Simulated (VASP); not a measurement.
Input for VASP

**INCAR**
```
ISIF  =  3   ! ions, shape and volume
LWAVE  =  F
ISMEAR  =  1   ! Methfessel-Paxton
PARAM1  =  0.1234
LUSE_VDW  =  T
PREC  =  Accurate
SYSTEM  =  P
EDIFFG  =  -0.02   ! ionic stop
ALGO  =  Normal   ! blocked Davidson
EDIFF  =  1E-6
ENCUT  =  520
AGGAC  =  0.0
SIGMA  =  0.1   ! width (eV)
GGA  =  MK
LREAL  =  F
PARAM2  =  1.0
LCHARG  =  F
NSW  =  60
NELM  =  100
LASPH  =  T   ! aspherical one-centre terms
IBRION  =  2
```

File POSCAR:
```
P
1
    1.6629336328    -5.2471372963    -0.0000000000
    1.6629336328     5.2471372963     0.0000000000
    0.0000000000     0.0000000000     4.3556367709
P
4
Direct
  0.1031719364   0.8968280636   0.9222076693
  0.3968280636   0.6031719364   0.4222076693
  0.6031719364   0.3968280636   0.5777923307
  0.8968280636   0.1031719364   0.0777923307
```

### KPOINTS
```
Automatic mesh
0
Gamma
9 9 7
0 0 0
```

POTCAR, in this order: P (PBE.64 set). Program: vasp_std.

Translate this optB86b-vdW calculation to Quantum ESPRESSO's pw.x.

One equivalent input (not run):
```
&CONTROL
  calculation = 'vc-relax'
  pseudo_dir = './pseudo'
  outdir = './out'
  tprnfor = .true.
  tstress = .true.
  nstep = 60
  forc_conv_thr = 0.00078
/
&SYSTEM
  ibrav = 0
  nat = 4
  ntyp = 1
  ecutwfc = 44
  occupations = 'smearing'
  smearing = 'methfessel-paxton'
  degauss = 0.00735
  input_dft = 'vdw-df-ob86'
/
&ELECTRONS
  conv_thr = 7.3e-08
  electron_maxstep = 100
/
&IONS
/
&CELL
/
ATOMIC_SPECIES
  P 30.974 P.upf
CELL_PARAMETERS angstrom
     1.6629336   -5.2471373   -0.0000000
     1.6629336    5.2471373    0.0000000
     0.0000000    0.0000000    4.3556368
ATOMIC_POSITIONS crystal
  P    0.1031719  0.8968281  0.9222077
  P    0.3968281  0.6031719  0.4222077
  P    0.6031719  0.3968281  0.5777923
  P    0.8968281  0.1031719  0.0777923
K_POINTS automatic
  9 9 7 0 0 0
```
What does not carry over: the potentials are each code's own (VASP's PAW set, PseudoDojo norm-conserving files in pw.x), so ENCUT and ecutwfc are chosen apart and not converted; conv_thr bounds pw.x's estimated SCF error, while EDIFF bounds the energy change between steps; forc_conv_thr acts on force components and is met together with etot_conv_thr.

The compound is P in the black structure. This run relaxes it. Symmetry was kept, so distortions that lower it aren't found. The start is the result of an earlier pass.
